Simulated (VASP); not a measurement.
Input:

```yaml
crystal:
  lattice:
    - [0.00000, 2.78414, 2.78414]
    - [2.78414, 0.00000, 2.78414]
    - [2.78414, 2.78414, 0.00000]
  atoms:
    - { symbol: Al, position: [0.00000, 0.00000, 0.00000] }
    - { symbol: As, position: [0.25000, 0.25000, 0.25000] }
```

These are PBEsol GGA, VASP's PBE PAW potentials (set 64) (plane waves; VASP) values and carry that method's errors. Numerical set-up: 500 eV cut-off, 8×8×8 Γ-centred mesh, Gaussian smearing of 0.050 eV, potentials Al As.

Problem. What does the run give for the energy per atom (σ→0), pressure, band gap (on the k-mesh) with the smallest direct gap where there is one?

Solution. 
```
Property                                      Value
-----------------------------------  --------------
band gap (on the k-mesh)                    1.23 eV
smallest direct gap (on the k-mesh)         2.37 eV
energy per atom (σ→0)                -5.013 eV/atom
pressure                                   4.97 GPa
```

The compound is AlAs in the zinc blende structure. It was relaxed first under an external pressure of 5 GPa.
